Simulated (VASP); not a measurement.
A convergence study with VASP on TaC (rock salt): one setting is varied, all else stays as given below, so the limit is that of these other settings.

```
TaC
1.0
    0.00000     2.23000     2.23000
    2.23000     0.00000     2.23000
    2.23000     2.23000     0.00000
Ta C
1 1
Direct
  0.00000   0.00000   0.00000
  0.50000   0.50000   0.50000
```

Method: PBEsol GGA, VASP's PBE PAW potentials (set 64) (plane waves; VASP 6.6.1). The tightest run used: 700 eV cut-off, 24×24×24 Γ-centred mesh, first-order Methfessel-Paxton smearing of 0.10 eV, potentials Ta_pv C.

| setting | E (eV/atom) | pressure (GPa) | irreducible k-points |
|---|---|---|---|
| 2×2×2 mesh | -11.0164 | 7.00 | 3 |
| 3×3×3 mesh | -11.5225 | 0.51 | 4 |
| 4×4×4 mesh | -11.6955 | -2.53 | 8 |
| 5×5×5 mesh | -11.7741 | -3.98 | 10 |

Question: These are the cheaper rows. Estimate the results at 24×24×24 mesh, and how far the last row shown lies from them.

Answer: 
```tsv
quantity	tightest run	last row shown is off by
E (eV/atom)	-11.7611	-0.0130
pressure (GPa)	-3.88	-0.10
```

VASP warned of too few bands at 3×3×3 mesh.

Left out are rungs that failed or repeat a setting and relaxations that didn't move; long series are thinned to 24 rows.

The compound is TaC in the rock salt structure. The cell was not relaxed at this level. The electron count is odd and the run is not spin-polarised, which forces a metal.
